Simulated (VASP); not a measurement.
```yaml
crystal:
  lattice:
    - [3.84204, 0.00000, 0.00000]
    - [0.00000, 13.00710, 0.00000]
    - [0.00000, 0.00000, 3.87378]
  atoms:
    - { symbol: Ta, position: [0.00000, 0.14624, 0.02138] }
    - { symbol: Ta, position: [0.00000, 0.85376, 0.02138] }
    - { symbol: Ta, position: [0.50000, 0.35376, 0.97862] }
    - { symbol: Ta, position: [0.50000, 0.64624, 0.97862] }
    - { symbol: O, position: [0.50000, 0.18542, 0.00220] }
    - { symbol: O, position: [0.50000, 0.81458, 0.00220] }
    - { symbol: O, position: [0.00000, 0.31458, 0.99780] }
    - { symbol: O, position: [0.00000, 0.68542, 0.99780] }
    - { symbol: O, position: [0.00000, 0.85079, 0.50837] }
    - { symbol: O, position: [0.00000, 0.14921, 0.50837] }
    - { symbol: O, position: [0.50000, 0.64921, 0.49163] }
    - { symbol: O, position: [0.50000, 0.35079, 0.49163] }
    - { symbol: O, position: [0.50000, 0.50000, 0.99476] }
    - { symbol: O, position: [0.00000, 0.00000, 0.00524] }
```

Method: PBEsol GGA, VASP's PBE PAW potentials (set 64) (plane waves; VASP). Numerical set-up: LREAL = Auto, 520 eV cut-off, Gaussian smearing of 0.050 eV, potentials Ta_pv O.

Unless said otherwise, spin-orbit coupling is left out, though it shifts the bands of the heavy elements here.

Give the energies of bands 45 to 58 at the high-symmetry points, in eV from the valence-band maximum.

```tsv
band	Γ	X	S	Y	Z	U	R	T
45	-0.92	-1.17	-1.17	-0.93	-2.32	-2.35	-1.93	-1.90
46	-0.92	-1.17	-1.17	-0.93	-2.16	-2.35	-1.93	-1.90
47	-0.92	-1.11	-1.12	-0.91	-1.80	-0.63	-0.62	-1.88
48	-0.83	-1.11	-1.12	-0.91	-1.79	-0.63	-0.62	-1.88
49	-0.81	-0.94	-0.93	-0.70	-1.64	-0.10	-0.12	-1.52
50	-0.75	-0.94	-0.93	-0.70	-1.31	-0.10	-0.12	-1.52
51	-0.65	-0.76	-0.76	-0.68	-0.27	-0.01	0.00	-0.27
52	-0.59	-0.76	-0.76	-0.68	-0.27	-0.01	0.00	-0.27
53	2.21	2.55	2.56	2.22	4.07	3.30	3.19	4.16
54	2.22	2.55	2.56	2.22	4.24	3.30	3.19	4.16
55	2.65	3.25	3.11	2.66	5.40	4.90	4.97	5.43
56	2.67	3.25	3.11	2.66	5.49	4.90	4.97	5.43
57	2.78	3.93	3.98	2.82	5.50	5.59	5.58	5.59
58	2.86	3.93	3.98	2.82	5.55	5.59	5.58	5.60
```

The gap is indirect, 2.21 eV, from the valence maximum at R to the conduction minimum at Γ.

The structure comes from a computed database's Ta2O5 entry (Pmmn); how it stands against other phases isn't given here. It was relaxed first.
